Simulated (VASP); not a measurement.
OSZICAR of a VASP run on Se (trig):

File OSZICAR:
```
       N       E                     dE             d eps       ncg     rms          rms(c)
DAV:   1     0.785450030853E+02    0.78545E+02   -0.63747E+03   442   0.931E+02
DAV:   2    -0.494300880566E+01   -0.83488E+02   -0.79552E+02   562   0.163E+02
DAV:   3    -0.105320876997E+02   -0.55891E+01   -0.55514E+01   517   0.495E+01
DAV:   4    -0.105877761418E+02   -0.55688E-01   -0.55618E-01   497   0.578E+00
DAV:   5    -0.105882915004E+02   -0.51536E-03   -0.51533E-03   557   0.555E-01    0.638E+00
DAV:   6    -0.105774449009E+02    0.10847E-01   -0.89084E-04   547   0.227E-01    0.607E+00
DAV:   7    -0.105132221415E+02    0.64223E-01   -0.26412E-01   447   0.372E+00    0.717E-01
DAV:   8    -0.105092635723E+02    0.39586E-02   -0.29696E-02   472   0.125E+00    0.321E-01
DAV:   9    -0.105056000869E+02    0.36635E-02   -0.87790E-03   457   0.626E-01    0.275E-01
DAV:  10    -0.105059392256E+02   -0.33914E-03   -0.15148E-03   557   0.245E-01    0.123E-01
DAV:  11    -0.105058653109E+02    0.73915E-04   -0.19850E-04   482   0.888E-02    0.673E-02
DAV:  12    -0.105058086971E+02    0.56614E-04   -0.19134E-04   467   0.878E-02    0.160E-02
DAV:  13    -0.105058085474E+02    0.14968E-06   -0.73317E-06   552   0.200E-02
   1 F= -.10505809E+02 E0= -.10505809E+02  d E =-.554639E-16
```

Which electronic solver shows in the log?

It is blocked Davidson (ALGO = Normal, or the opening steps of other solvers). The INCAR had ALGO = Normal.

Can the final energy be trusted as converged?

Self-consistency was reached. It stopped with EDIFF = 1E-6, NELM = 100 (PBE GGA, plane waves, VASP's PBE PAW potentials (set 64)).

The compound is Se in the trig structure. The cell was not relaxed at this level. The run is one of a series of settings (AMIX = 0.05, BMIX = 1.0, IMIX = 4 against the base run), some of them coarse on purpose.
